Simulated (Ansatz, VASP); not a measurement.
# MgTi4 in two plane-wave programs

Aim: how closely do two programs agree when they are given the same cell, functional and k mesh?

Method: plane waves, with VASP 6.6.1 beside it; single point at PBEsol, in Ansatz 0.2.0.

## Step 1: The structure

The cell holds 20 atoms: 4 Mg and 16 Ti. Cell: a = 5.880 Å, b = 5.880 Å, c = 23.300 Å, α = 90.0°, β = 90.0°, γ = 60.0°. It derives from Ti. As first built, before any earlier steps moved the atoms (in the runner's words): kind: overlayer; added: Mg; how: half in the top layer, both faces;. Regions: layer 1, 4 atoms (2 Ti and 2 Mg); layer 2, 4 atoms (4 Ti); layer 3, 4 atoms (4 Ti); other layers, 8 atoms (6 Ti and 2 Mg). Vacuum lies along c.

## Step 2: VASP: single point, PBEsol

A single point gives forces, pressure and levels at one fixed geometry, so differences don't come from the geometry; what else differs is listed under the comparison.

Lines of VASP's logs that name or quote its potential files are left out, and so is its time.

Input file INCAR:

```
SYSTEM = MgTi4
PREC = Normal
ENCUT = 330
EDIFF = 1E-05
NELM = 120
ISMEAR = 0
SIGMA = 0.1
LREAL = Auto
ALGO = Fast
GGA = PS
NBANDS = 124
LASPH = .TRUE.
LORBIT = 11
LWAVE = .FALSE.
LCHARG = .FALSE.
KPAR = 2
NCORE = 4
ICORELEVEL = 1
ISIF = 0
LVHAR = .TRUE.
```

Input file POSCAR:

```
MgTi4
1.0
    5.8800000000      0.0000000000      0.0000000000
    2.9400000000      5.0922293743      0.0000000000
    0.0000000000      0.0000000000     23.3000000000
Mg Ti
4 16
Direct
    0.0003093270      0.9993813459      0.7069767964
    0.5003093270      0.9993813459      0.7069767964
    0.0003093270      0.9993813459      0.2930232036
    0.5003093270      0.9993813459      0.2930232036
    0.0034460671      0.4931078658      0.6872561798
    0.5034460671      0.4931078658      0.6872561798
    0.8331087122      0.3337825746      0.5960764836
    0.3331087122      0.3337825746      0.5960764836
    0.8314371556      0.8371256878      0.5978548449
    0.3314371556      0.8371256878      0.5978548449
    0.0000000000      0.0000000000      0.5000000000
    0.5000000000      0.0000000000      0.5000000000
    0.0000000000      0.5000000000      0.5000000000
    0.5000000000      0.5000000000      0.5000000000
    0.8331087122      0.3337825746      0.4039235164
    0.3331087122      0.3337825746      0.4039235164
    0.8314371556      0.8371256878      0.4021451551
    0.3314371556      0.8371256878      0.4021451551
    0.0034460671      0.4931078658      0.3127438202
    0.5034460671      0.4931078658      0.3127438202
```

Input file KPOINTS:

```
Automatic mesh
0
Gamma
4 4 1
0 0 0
```

PAW data sets: Mg and Ti_sv (PBE family, release 64).

Command:

```console
$ mpirun -np 8 vasp_std
```

Numbers of over 12 decimals in the logs are rounded to 6 here.

Output:

```text
[banner, memory and clock lines left out]
running    8 mpi-ranks, on    1 nodes
 distrk:  each k-point on    4 cores,    2 groups
 distr:  one band on    4 cores,    1 groups

 POSCAR found type information on POSCAR MgTi
 POSCAR found :  2 types and      20 ions
|                                                                             |
|               ----> ADVICE to this user running VASP <----                  |
|                                                                             |
|     You enforced a specific xc type in the INCAR file but a different       |
|     [... a line on the potential file left out ...]
|     I HOPE YOU KNOW WHAT YOU ARE DOING!                                     |
|                                                                             |

 LDA part: xc-table for (Slater+PW92), standard interpolation
 POSCAR, INCAR and KPOINTS ok, starting setup
 FFT: planning ... GRIDC
 FFT: planning ... GRID_SOFT
 FFT: planning ... GRID
 WAVECAR not read
 entering main loop
       N       E                     dE             d eps       ncg     rms          rms(c)
DAV:   1     0.220157694403E+04    0.22016E+04   -0.87762E+04  2048   0.127E+03
DAV:   2     0.191405424657E+03   -0.20102E+04   -0.19639E+04  1784   0.469E+02
DAV:   3    -0.888252300599E+02   -0.28023E+03   -0.27068E+03  2768   0.156E+02
DAV:   4    -0.150153327353E+03   -0.61328E+02   -0.60477E+02  2512   0.573E+01
DAV:   5    -0.157849306273E+03   -0.76960E+01   -0.76798E+01  2736   0.180E+01    0.358E+01
RMM:   6    -0.175428249848E+03   -0.17579E+02   -0.26785E+02  2679   0.392E+01    0.295E+01
RMM:   7    -0.142928382856E+03    0.32500E+02   -0.49575E+01  2377   0.227E+01    0.233E+01
RMM:   8    -0.136211869900E+03    0.67165E+01   -0.21341E+01  2619   0.129E+01    0.131E+01
RMM:   9    -0.133110863652E+03    0.31010E+01   -0.46362E+00  2661   0.615E+00    0.577E+00
RMM:  10    -0.133262592285E+03   -0.15173E+00   -0.28252E+00  2702   0.426E+00    0.502E+00
RMM:  11    -0.133081376301E+03    0.18122E+00   -0.19440E+00  2693   0.397E+00    0.209E+00
RMM:  12    -0.133120744875E+03   -0.39369E-01   -0.71184E-01  2882   0.229E+00    0.144E+00
RMM:  13    -0.133127278490E+03   -0.65336E-02   -0.45970E-01  2760   0.153E+00    0.550E-01
RMM:  14    -0.133144521784E+03   -0.17243E-01   -0.22549E-01  3156   0.901E-01    0.378E-01
[...]
RMM:  32    -0.133187573518E+03   -0.11717E-03   -0.12568E-03  2636   0.593E-02    0.240E-02
RMM:  33    -0.133187673493E+03   -0.99975E-04   -0.10876E-03  2570   0.536E-02    0.251E-02
RMM:  34    -0.133187748994E+03   -0.75501E-04   -0.81953E-04  2523   0.488E-02    0.272E-02
RMM:  35    -0.133187811498E+03   -0.62504E-04   -0.69869E-04  2495   0.445E-02    0.275E-02
RMM:  36    -0.133187862773E+03   -0.51275E-04   -0.54010E-04  2411   0.407E-02    0.304E-02
RMM:  37    -0.133187896585E+03   -0.33812E-04   -0.44822E-04  2456   0.372E-02    0.270E-02
RMM:  38    -0.133187908824E+03   -0.12239E-04   -0.37802E-04  2686   0.382E-02    0.103E-02
RMM:  39    -0.133187935557E+03   -0.26733E-04   -0.29950E-04  2510   0.310E-02    0.856E-03
WARNING in EDDRMM: call to ZHEGV failed, returncode =   6  3     32
WARNING in EDDRMM: call to ZHEGV failed, returncode =   8  4     33
RMM:  40    -0.133187955232E+03   -0.19675E-04   -0.20725E-04  2234   0.272E-02    0.962E-03
RMM:  41    -0.133187977025E+03   -0.21792E-04   -0.20197E-04  2376   0.266E-02    0.156E-02
WARNING in EDDRMM: call to ZHEGV failed, returncode =   6  3     29
RMM:  42    -0.133187991170E+03   -0.14145E-04   -0.14462E-04  1980   0.223E-02    0.174E-02
RMM:  43    -0.133188002931E+03   -0.11761E-04   -0.12939E-04  1978   0.212E-02    0.181E-02
RMM:  44    -0.133188008503E+03   -0.55728E-05   -0.99076E-05  1969   0.201E-02
   1 F= -.13318801E+03 E0= -.13312235E+03  d E =-.131321E+00
```

OUTCAR, selected parts (step 2):

```text
ion  position               nearest neighbor table
   1  0.000  0.999  0.707-   2 2.94   2 2.94   6 2.95   5 2.95   5 3.00   6 3.00  10 3.05   9 3.05
                             7 3.09
   2  0.500  0.999  0.707-   1 2.94   1 2.94   5 2.95   6 2.95   6 3.00   5 3.00   9 3.05  10 3.05
                             8 3.09
   3  0.000  0.999  0.293-   4 2.94   4 2.94  20 2.95  19 2.95  19 3.00  20 3.00  18 3.05  17 3.05
                            15 3.09
   4  0.500  0.999  0.293-   3 2.94   3 2.94  19 2.95  20 2.95  20 3.00  19 3.00  17 3.05  18 3.05
                            16 3.09
   5  0.003  0.493  0.687-   8 2.71   7 2.71   9 2.72   2 2.95   1 2.95   1 3.00   2 3.00
   6  0.503  0.493  0.687-   7 2.71   8 2.71  10 2.72   1 2.95   2 2.95   2 3.00   1 3.00
   7  0.833  0.334  0.596-   6 2.71   5 2.71  14 2.81  13 2.81  11 2.81   1 3.09
   8  0.333  0.334  0.596-   5 2.71   6 2.71  13 2.81  14 2.81  12 2.81   2 3.09
   9  0.831  0.837  0.598-   5 2.72  12 2.84  11 2.84  13 2.85   2 3.05   1 3.05
  10  0.331  0.837  0.598-   6 2.72  11 2.84  12 2.84  14 2.85   1 3.05   2 3.05
  11  0.000  0.000  0.500-   7 2.81  15 2.81  10 2.84  18 2.84  17 2.84   9 2.84
  12  0.500  0.000  0.500-   8 2.81  16 2.81   9 2.84  17 2.84  10 2.84  18 2.84
  13  0.000  0.500  0.500-   8 2.81  16 2.81  15 2.81   7 2.81   9 2.85  17 2.85
  14  0.500  0.500  0.500-   7 2.81  15 2.81   8 2.81  16 2.81  10 2.85  18 2.85
  15  0.833  0.334  0.404-  20 2.71  19 2.71  14 2.81  13 2.81  11 2.81   3 3.09
  16  0.333  0.334  0.404-  19 2.71  20 2.71  13 2.81  14 2.81  12 2.81   4 3.09
  17  0.831  0.837  0.402-  19 2.72  12 2.84  11 2.84  13 2.85   4 3.05   3 3.05
  18  0.331  0.837  0.402-  20 2.72  11 2.84  12 2.84  14 2.85   3 3.05   4 3.05
  19  0.003  0.493  0.313-  16 2.71  15 2.71  17 2.72   4 2.95   3 2.95   3 3.00   4 3.00
  20  0.503  0.493  0.313-  15 2.71  16 2.71  18 2.72   3 2.95   4 2.95   4 3.00   3 3.00

  LATTYP: Found a hexagonal cell.
 ALAT       =     5.8800000000
 C/A-ratio  =     3.9625850340

 Subroutine GETGRP returns: Found  4 space group operations
 (whereof  4 operations were pure point group operations)

The static configuration has the point symmetry C_2v.

 Found      7 irreducible k-points:

   k-points           NKPTS =      7   k-points in BZ     NKDIM =      7   number of bands    NBANDS=    124

   dimension x,y,z NGX =    28 NGY =   28 NGZ =  108
   dimension x,y,z NGXF=    56 NGYF=   56 NGZF=  216

   ENCUT  =  330.0 eV  24.25 Ry    4.92 a.u.   8.71  8.71 34.51*2*pi/ulx,y,z

   NELECT =     200.0000    total number of electrons

 k-points in reciprocal lattice and weights: Automatic mesh
   0.00000000  0.00000000  0.00000000       0.062
   0.25000000  0.00000000  0.00000000       0.250
   0.00000000  0.25000000  0.00000000       0.125
   0.50000000  0.00000000  0.00000000       0.125
   0.00000000  0.50000000  0.00000000       0.062
   0.50000000  0.25000000  0.00000000       0.125
   0.25000000  0.50000000  0.00000000       0.250

 the core state eigenenergies are
   1-  1s  -1252.9721  2s    -73.5452  2p    -40.2963
   2-  1s  -1252.9721  2s    -73.5452  2p    -40.2963
   3-  1s  -1252.9721  2s    -73.5452  2p    -40.2963
   4-  1s  -1252.9721  2s    -73.5452  2p    -40.2963
   5-  1s  -4861.3799  2s   -529.6321  2p   -436.9584
   6-  1s  -4861.3799  2s   -529.6321  2p   -436.9584
   7-  1s  -4861.0376  2s   -529.4780  2p   -436.7860
   8-  1s  -4861.0376  2s   -529.4780  2p   -436.7860
   9-  1s  -4861.2434  2s   -529.6557  2p   -436.9665
  10-  1s  -4861.2434  2s   -529.6557  2p   -436.9665
  11-  1s  -4861.1962  2s   -529.6308  2p   -436.9397
  12-  1s  -4861.1962  2s   -529.6308  2p   -436.9397
  13-  1s  -4861.1817  2s   -529.6119  2p   -436.9209
  14-  1s  -4861.1817  2s   -529.6119  2p   -436.9209
  15-  1s  -4861.0376  2s   -529.4780  2p   -436.7860
  16-  1s  -4861.0376  2s   -529.4780  2p   -436.7860
  17-  1s  -4861.2434  2s   -529.6557  2p   -436.9665
  18-  1s  -4861.2434  2s   -529.6557  2p   -436.9665
  19-  1s  -4861.3799  2s   -529.6321  2p   -436.9584
  20-  1s  -4861.3799  2s   -529.6321  2p   -436.9584

 E-fermi :   1.6394

 k-point     1 :       0.0000    0.0000    0.0000
  band No.  band energies     occupation
    ...
     93       1.0957      2.00000
     94       1.2849      2.00000
     95       1.4669      1.98533
     96       1.5279      1.88515
     97       1.6814      0.55295
     98       1.8429      0.00401
     99       1.8588      0.00192
    100       1.8696      0.00113
    101       1.8723      0.00099
    102       1.9197      0.00007
    ...

 k-point     2 :       0.2500    0.0000    0.0000
  band No.  band energies     occupation
    ...
     94       1.2595      2.00000
     95       1.3678      1.99988
     96       1.4213      1.99797
     97       1.4784      1.97719
     98       1.5116      1.92938
     99       1.7680      0.06897
    100       1.7741      0.05688
    101       1.8736      0.00093
    102       1.8779      0.00075
    103       1.9197      0.00007
    ...

 k-point     3 :       0.0000    0.2500    0.0000
  band No.  band energies     occupation
    ...
     96       1.4358      1.99602
     97       1.4877      1.96807
     98       1.5951      1.46886
     99       1.6626      0.74338
    100       1.6769      0.59595
    101       1.7280      0.21044
    102       1.7538      0.10580
    103       1.9042      0.00018
    104       1.9868      0.00000
    105       2.0321      0.00000
    ...

  energy-cutoff  :      330.00
  volume of cell :      697.66
      direct lattice vectors                 reciprocal lattice vectors
     5.880000000  0.000000000  0.000000000     0.170068027 -0.098188821  0.000000000
     2.940000000  5.092229374  0.000000000     0.000000000  0.196377643  0.000000000
     0.000000000  0.000000000 23.300000000     0.000000000  0.000000000  0.042918455

 POSITION                                       TOTAL-FORCE (eV/Angst)
 -----------------------------------------------------------------------------------
      2.94000      5.08908     16.47256        -0.000000     -0.025833     -0.015798
      5.88000      5.08908     16.47256        -0.000000     -0.025833     -0.015798
      2.94000      5.08908      6.82744        -0.000000     -0.025833      0.015798
      5.88000      5.08908      6.82744        -0.000000     -0.025833      0.015798
      1.47000      2.51102     16.01307        -0.000000     -0.020310      0.027960
      4.41000      2.51102     16.01307        -0.000000     -0.020310      0.027960
      5.88000      1.69970     13.88858        -0.000000      0.006605     -0.042223
      2.94000      1.69970     13.88858        -0.000000      0.006605     -0.042223
      7.35000      4.26284     13.93002        -0.000000      0.020216     -0.018760
      4.41000      4.26284     13.93002        -0.000000      0.020216     -0.018760
      0.00000      0.00000     11.65000         0.000000     -0.156515      0.000000
      2.94000      0.00000     11.65000         0.000000     -0.156515      0.000000
      1.47000      2.54611     11.65000        -0.000000      0.195159      0.000000
      4.41000      2.54611     11.65000        -0.000000      0.195159      0.000000
      5.88000      1.69970      9.41142        -0.000000      0.006605      0.042223
      2.94000      1.69970      9.41142        -0.000000      0.006605      0.042223
      7.35000      4.26284      9.36998        -0.000000      0.020216      0.018760
      4.41000      4.26284      9.36998        -0.000000      0.020216      0.018760
      1.47000      2.51102      7.28693        -0.000000     -0.020310     -0.027960
      4.41000      2.51102      7.28693        -0.000000     -0.020310     -0.027960
 -----------------------------------------------------------------------------------
    total drift:                                0.000042      0.046977      0.000000

  FREE ENERGIE OF THE ION-ELECTRON SYSTEM (eV)
  ---------------------------------------------------
  free  energy   TOTEN  =      -133.1880085034 eV

  energy  without entropy=     -133.0566871066  energy(sigma->0) =     -133.12234781

 total charge
# of ion       s       p       d       tot
------------------------------------------
    1        0.239   0.143   0.014   0.396
    2        0.239   0.143   0.014   0.396
    3        0.239   0.143   0.014   0.396
    4        0.239   0.143   0.014   0.396
    5        2.240   6.059   1.956  10.255
    6        2.240   6.059   1.956  10.255
    7        2.252   6.130   1.915  10.298
    8        2.252   6.130   1.915  10.298
    9        2.239   6.115   1.893  10.247
   10        2.239   6.115   1.893  10.247
   11        2.250   6.123   1.902  10.275
   12        2.250   6.123   1.902  10.275
   13        2.249   6.125   1.910  10.285
   14        2.249   6.125   1.910  10.285
   15        2.252   6.130   1.915  10.298
   16        2.252   6.130   1.915  10.298
   17        2.239   6.115   1.893  10.247
   18        2.239   6.115   1.893  10.247
   19        2.240   6.059   1.956  10.255
   20        2.240   6.059   1.956  10.255
--------------------------------------------------
tot         36.879  98.283  30.740 165.901

[... 3 further parts left out ...]
```

These are scalar-relativistic Kohn-Sham levels of the ground state, with no core hole, so they are not binding energies.

[end of part 1 of 2]

[Lines on the potential files, build, host, timing and source positions are cut from VASP's logs without a mark.]

[Logs are printed without paths, hosts, clocks, repeated set-up lines and the standing remarks that a program may print on its own settings, such as how far it seeks lower states.]

[Hosts, paths, dates, database ids (printed as entryN), source tags and the programs' standing remarks are cut or masked in the printed files.]
